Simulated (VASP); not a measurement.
Input:

```yaml
crystal:
  lattice:
    - [1.53383, 0.88555, 5.65813]
    - [-1.53383, 0.88555, 5.65813]
    - [0.00000, -1.77111, 5.65813]
  atoms:
    - { symbol: Cu, position: [0.00000, 0.00000, 0.00000] }
    - { symbol: Rh, position: [0.50000, 0.50000, 0.50000] }
    - { symbol: O, position: [0.89234, 0.89234, 0.89234] }
    - { symbol: O, position: [0.10766, 0.10766, 0.10766] }
```

All values below come from PBEsol GGA, VASP's PBE PAW potentials (set 64) (plane waves; VASP). Numerical set-up: 520 eV cut-off, Gaussian smearing of 0.050 eV, potentials Cu Rh_pv O.

**Question.** Estimate the band gap (along the path) with the smallest direct gap where there is one.

**Answer.** 
* **band gap (along the path)**: 0.76 eV
* **smallest direct gap (along the path)**: 1.09 eV

The structure comes from a computed database's CuRhO2 entry (R-3m); how it stands against other phases isn't given here. It was relaxed first.
